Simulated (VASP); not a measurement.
Output of a VASP run:

**OSZICAR**
```
       N       E                     dE             d eps       ncg     rms          rms(c)
DAV:   1     0.365756243055E+02    0.36576E+02   -0.42399E+03   490   0.990E+02
DAV:   2     0.436809146046E-01   -0.36532E+02   -0.36262E+02   525   0.180E+02
DAV:   3    -0.154542635824E+01   -0.15891E+01   -0.15731E+01   700   0.332E+01
DAV:   4    -0.161297683480E+01   -0.67550E-01   -0.67548E-01   763   0.586E+00
DAV:   5    -0.161527478275E+01   -0.22979E-02   -0.22978E-02   742   0.629E-01    0.105E+01
DAV:   6    -0.161752110979E+01   -0.22463E-02   -0.70949E-03   721   0.142E+00    0.590E+00
DAV:   7    -0.161894972163E+01   -0.14286E-02   -0.11610E-02   588   0.181E+00    0.297E-01
DAV:   8    -0.161894374549E+01    0.59761E-05   -0.17701E-03   791   0.337E-01    0.139E-01
DAV:   9    -0.161896788563E+01   -0.24140E-04   -0.30634E-05   721   0.790E-02    0.387E-02
DAV:  10    -0.161898327123E+01   -0.15386E-04   -0.10263E-05   623   0.370E-02    0.543E-02
DAV:  11    -0.161898259816E+01    0.67307E-06   -0.96247E-07   448   0.135E-02
   1 F= -.16189826E+01 E0= -.16185900E+01  d E =-.117770E-02
```

### OUTCAR
```
------------------------ aborting loop because EDIFF is reached ----------------------------------------
  FORCE on cell =-STRESS in cart. coord.  units (eV):
  Direction    XX          YY          ZZ          XY          YZ          ZX
  --------------------------------------------------------------------------------------
  Total       -0.3351592     -0.3351592     -0.3351592      0.0000000     -0.0000000      0.0000000
  in kB       -9.0055540     -9.0055540     -9.0055540      0.0000000     -0.0000000      0.0000000
  external PRESSURE =      -9.0055540 kB  Pullay stress =       0.0000000 kB
  volume of cell :       59.63
      direct lattice vectors                 reciprocal lattice vectors
     0.000000000  3.100800000  3.100800000    -0.161248710  0.161248710  0.161248710
     3.100800000  0.000000000  3.100800000     0.161248710 -0.161248710  0.161248710
     3.100800000  3.100800000  0.000000000     0.161248710  0.161248710 -0.161248710
 POSITION                                       TOTAL-FORCE (eV/Angst)
 -----------------------------------------------------------------------------------
      0.00000      0.00000      0.00000         0.000000     -0.000000      0.000000
 -----------------------------------------------------------------------------------
    total drift:                               -0.000000     -0.000000      0.000000
  FREE ENERGIE OF THE ION-ELECTRON SYSTEM (eV)
  ---------------------------------------------------
  free  energy   TOTEN  =        -1.6189825982 eV

  energy  without entropy=       -1.6178049015  energy(sigma->0) =       -1.61859003
```
(Selected blocks of OUTCAR.)

POSCAR:
```
Sr
1
    0.0000000000     3.1008000000     3.1008000000
    3.1008000000     0.0000000000     3.1008000000
    3.1008000000     3.1008000000     0.0000000000
Sr
1
Direct
  0.0000000000   0.0000000000   0.0000000000
```

Question: Reconstruct the remaining input files.

Answer: Several could match; the one computed here: the input of the run itself, PBE GGA, plane waves, VASP's PBE PAW potentials (set 64).

INCAR:
```
LWAVE=.False.
NELM=100   # most electronic steps
LREAL=.False.   # projection in real space or not
ALGO=Normal   # blocked Davidson
ISIF=2   # forces and stress, cell fixed
PREC=Accurate
LMAXMIX=4
EDIFF=1E-6
LASPH=.True.
SYSTEM=Sr
ENCUT=400   # plane-wave cut-off (eV)
GGA=PE   # PBE
SIGMA=0.1   # width (eV)
NBANDS=7
LCHARG=.False.
ISMEAR=1
```

**KPOINTS**
```
Automatic mesh
0
Gamma
9 9 9
0 0 0
```

POTCAR, in this order: Sr_sv (PBE.64 set). Program: vasp_std.

The compound is Sr in the fcc structure. The cell was not relaxed at this level. The run is one of a series of settings (NBANDS = 7 against the base run), some of them coarse on purpose.
